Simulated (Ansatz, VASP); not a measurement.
## Two plane-wave programs on Sr2SO

```
CELL_PARAMETERS angstrom
4.04324 0.00000 0.00000
0.00000 4.04324 0.00000
0.00000 0.00000 5.71800
ATOMIC_POSITIONS crystal
Sr 0.50000 0.50000 0.50000
Sr 0.00000 0.00000 0.00000
S 0.00000 0.00000 0.50000
O 0.50000 0.50000 0.00000
```

The cell comes from a database or a generator and needn't be the stable form of this composition.

Alike in both runs: task band structure; functional PBEsol; k mesh 5 × 5 × 4; occupations fermi-dirac, width 0.05 eV; spin-orbit coupling, no magnetisation.

|  | VASP | Ansatz |
| --- | --- | --- |
| version | VASP 6.6.1 | Ansatz 0.2.0 |
| potentials or method | VASP PAW PBE potentials, release 64 (Sr_sv, S, O) | Ansatz PAW |
| plane-wave cutoff (eV) | 520 | 420 |
| valence electrons in the cell | 32 | 32 |

|  | VASP | Ansatz | Ansatz less VASP |
| --- | --- | --- | --- |
| gap on the k mesh at the Fermi level (eV) | 2.10 | 2.12 | +0.020 |
| least direct gap on the mesh (eV) | 2.10 | 2.12 | +0.020 |
| gap along the band path (eV) | 2.10 | 2.12 | +0.020 |
| pressure (GPa) | -2.4 | -2.7 | -0.25 |
| largest component of the traceless stress (GPa) | 0.08 | 0.08 | -0.001 |

Caveats: the PAW data sets were made with another functional, which shifts forces and pressure a little (VASP); the PAW data sets come from PBE, with cores solved anew for the run's functional, which leaves a small shift of forces and pressure (Ansatz).
